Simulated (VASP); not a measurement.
Input:

```xyz
2
Lattice="0.0000 3.3109 3.3109 3.3109 0.0000 3.3109 3.3109 3.3109 0.0000" Properties=species:S:1:pos:R:3 pbc="T T T"
La     0.0000     0.0000     0.0000
P      1.6554     1.6554     1.6554
```

These are PBE GGA, VASP's PBE PAW potentials (set 64) (plane waves; VASP 6.6.1) values and carry that method's errors. Settings: 400 eV cut-off, 6×6×6 Γ-centred mesh, Gaussian smearing of 0.050 eV, potentials La P.

Question: What does the run give for the energy per atom (σ→0)?

Answer: 
```
Property                       Result
---------------------  --------------
energy per atom (σ→0)  -6.264 eV/atom
```

The structure was generated: LaP was put into the zinc blende type (F-43m), which need not be its known phase. It was relaxed first, which changed the volume by -24 %. The start is the result of an earlier pass.
